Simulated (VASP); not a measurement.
Output of a VASP run:

**OSZICAR**
```
       N       E                     dE             d eps       ncg     rms          rms(c)
DAV:   1     0.953266151217E+02    0.95327E+02   -0.80995E+03   528   0.103E+03
DAV:   2    -0.330684786810E+01   -0.98633E+02   -0.95136E+02   615   0.277E+02
DAV:   3    -0.728360353019E+01   -0.39768E+01   -0.39654E+01   615   0.577E+01
DAV:   4    -0.731182141944E+01   -0.28218E-01   -0.28215E-01   605   0.481E+00
DAV:   5    -0.731220108359E+01   -0.37966E-03   -0.37966E-03   595   0.538E-01    0.812E+00
DAV:   6    -0.683432300505E+01    0.47788E+00   -0.99665E-01   762   0.149E+01    0.640E+00
DAV:   7    -0.681411009943E+01    0.20213E-01   -0.18151E-01   535   0.352E+00    0.308E+00
DAV:   8    -0.681166286661E+01    0.24472E-02   -0.19911E-02   575   0.214E+00    0.260E-01
DAV:   9    -0.681133268493E+01    0.33018E-03   -0.29807E-03   585   0.932E-01    0.621E-02
DAV:  10    -0.681137560267E+01   -0.42918E-04   -0.26372E-04   565   0.215E-01    0.651E-02
DAV:  11    -0.681140515017E+01   -0.29548E-04   -0.48655E-05   568   0.802E-02    0.341E-02
DAV:  12    -0.681141088817E+01   -0.57380E-05   -0.31661E-05   560   0.663E-02    0.766E-03
DAV:  13    -0.681141088814E+01    0.24102E-10   -0.27624E-06   575   0.188E-02
   1 F= -.68114109E+01 E0= -.68114109E+01  d E =-.681141E+01
       N       E                     dE             d eps       ncg     rms          rms(c)
DAV:   1    -0.681777150927E+01   -0.63606E-02   -0.12541E-01   560   0.492E+00    0.584E-01
DAV:   2    -0.681215745166E+01    0.56141E-02   -0.14119E-02   575   0.199E+00    0.212E-01
DAV:   3    -0.681160839252E+01    0.54906E-03   -0.16109E-03   560   0.484E-01    0.174E-01
DAV:   4    -0.681156476992E+01    0.43623E-04   -0.91567E-05   525   0.111E-01    0.353E-02
DAV:   5    -0.681156241205E+01    0.23579E-05   -0.17435E-05   640   0.699E-02    0.118E-02
DAV:   6    -0.681156318357E+01   -0.77153E-06   -0.26147E-06   465   0.215E-02
   2 F= -.68115632E+01 E0= -.68115632E+01  d E =-.152295E-03
       N       E                     dE             d eps       ncg     rms          rms(c)
DAV:   1    -0.681208064579E+01   -0.51823E-03   -0.98460E-03   560   0.138E+00    0.167E-01
DAV:   2    -0.681164460887E+01    0.43604E-03   -0.10969E-03   580   0.551E-01    0.594E-02
DAV:   3    -0.681160016131E+01    0.44448E-04   -0.12664E-04   555   0.137E-01    0.495E-02
DAV:   4    -0.681159395237E+01    0.62089E-05   -0.71551E-06   525   0.306E-02    0.100E-02
DAV:   5    -0.681159286231E+01    0.10901E-05   -0.13538E-06   292   0.199E-02    0.289E-03
DAV:   6    -0.681159275166E+01    0.11065E-06   -0.28697E-07   260   0.739E-03
   3 F= -.68115928E+01 E0= -.68115928E+01  d E =-.181864E-03
```

### OUTCAR
```
------------------------ aborting loop because EDIFF is reached ----------------------------------------
  FORCE on cell =-STRESS in cart. coord.  units (eV):
  Direction    XX          YY          ZZ          XY          YZ          ZX
  --------------------------------------------------------------------------------------
  Total        0.0029023      0.0029023      0.0029023      0.0000000      0.0000000      0.0000000
  in kB        0.0941275      0.0941275      0.0941275      0.0000000      0.0000000      0.0000000
  external PRESSURE =       0.0941275 kB  Pullay stress =       0.0000000 kB
  volume of cell :       49.40
      direct lattice vectors                 reciprocal lattice vectors
    -0.000000000  2.912287647  2.912287647    -0.171686338  0.171686338  0.171686338
     2.912287647  0.000000000  2.912287647     0.171686338 -0.171686338  0.171686338
     2.912287647  2.912287647  0.000000000     0.171686338  0.171686338 -0.171686338
  FREE ENERGIE OF THE ION-ELECTRON SYSTEM (eV)
  ---------------------------------------------------
  free  energy   TOTEN  =        -6.8115927517 eV

  energy  without entropy=       -6.8115927517  energy(sigma->0) =       -6.81159275

 reached required accuracy - stopping structural energy minimisation
```
(Selected blocks of OUTCAR.)

### POSCAR
```
CdS
1
    0.0000000000     2.9165000000     2.9165000000
    2.9165000000     0.0000000000     2.9165000000
    2.9165000000     2.9165000000     0.0000000000
Cd S
1 1
Direct
  0.0000000000   0.0000000000   0.0000000000
  0.2500000000   0.2500000000   0.2500000000
```

Q: Write an INCAR and KPOINTS that could have produced this output.

A: Several could match; the one computed here: the input of the run itself, PBEsol GGA, plane waves, VASP's PBE PAW potentials (set 64).

**KPOINTS**
```
Regular mesh
0
G
7 7 7
0 0 0
```

INCAR:
```
# general
SYSTEM =CdS
PREC   =Accurate
ENCUT  =400   # plane-wave cut-off (eV)
LREAL  =.FALSE.
LASPH  =.TRUE.   # aspherical one-centre terms

# electronic loop
EDIFF  =1E-6   # SCF stop (eV)
NELM   =100
ALGO   =Normal
LMAXMIX=4

# smearing
ISMEAR =0
SIGMA  =0.05   # width (eV)

# functional
GGA    =PS   # PBEsol

# ions
IBRION =2
NSW    =60   # most ionic steps
ISIF   =3   # ions, shape and volume
EDIFFG =-0.01

# output
LWAVE  =.FALSE.
LCHARG =.FALSE.
```

POTCAR, in this order: Cd S (PBE.64 set). Program: vasp_std.

The structure comes from a measured CdS entry (F-43m) of the Crystallography Open Database, whose conditions weren't checked. This run relaxes it. Symmetry was kept, so distortions that lower it aren't found.
